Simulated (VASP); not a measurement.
An input for Quantum ESPRESSO's pw.x (written as the equivalent of a VASP run, and not itself run):

```
&CONTROL
  calculation = 'vc-relax'
  pseudo_dir = './pseudo'
  outdir = './out'
  tprnfor = .true.
  tstress = .true.
  nstep = 30
  forc_conv_thr = 0.00039
/
&SYSTEM
  ibrav = 0
  nat = 1
  ntyp = 1
  ecutwfc = 70
  occupations = 'smearing'
  smearing = 'methfessel-paxton'
  degauss = 0.00735
  input_dft = 'vdw-df2-b86r'
/
&ELECTRONS
  conv_thr = 7.3e-09
  electron_maxstep = 100
/
&IONS
/
&CELL
  cell_dofree = 'shape'
/
ATOMIC_SPECIES
  In 114.818 In.upf
CELL_PARAMETERS angstrom
    -1.6288254    1.6288254    2.5194290
     1.6288254   -1.6288254    2.5194290
     1.6288254    1.6288254   -2.5194290
ATOMIC_POSITIONS crystal
  In   0.0000000  0.0000000  0.0000000
K_POINTS automatic
  16 16 16 0 0 0
```

Question: Translate this input to VASP (INCAR, KPOINTS, POSCAR, choice of POTCAR).

Answer: This is not unique; one that fits is 
**KPOINTS**
```
Automatic mesh
0
Gamma
16 16 16
0 0 0
```

File POSCAR:
```
In
1
   -1.6288253859     1.6288253859     2.5194290330
    1.6288253859    -1.6288253859     2.5194290330
    1.6288253859     1.6288253859    -2.5194290330
In
1
Direct
  0.0000000000   0.0000000000   0.0000000000
```

INCAR:
```
SYSTEM = In
PREC = Accurate
ENCUT = 520
EDIFF = 1E-7
NELM = 100
ALGO = Normal
LREAL = .FALSE.
LASPH = .TRUE.
ISMEAR = 1
SIGMA = 0.1
GGA = MK
PARAM1 = 0.1234568
PARAM2 = 0.7114
ZAB_VDW = -1.8867
LUSE_VDW = .TRUE.
AGGAC = 0.0
LMAXMIX = 4
LWAVE = .FALSE.
LCHARG = .FALSE.
ISIF = 4
IBRION = 2
NSW = 30
EDIFFG = -0.01
```

POTCAR, in this order: In_d (PBE.64 set). Program: vasp_std.

The two are equivalent in intent, not identical: the potentials are each code's own (VASP's PAW set, PseudoDojo norm-conserving files in pw.x), so ENCUT and ecutwfc are chosen apart and not converted; conv_thr bounds pw.x's estimated SCF error, while EDIFF bounds the energy change between steps; forc_conv_thr acts on force components and is met together with etot_conv_thr.

The compound is In in the bct structure. This run relaxes it. Symmetry was kept, so distortions that lower it aren't found.
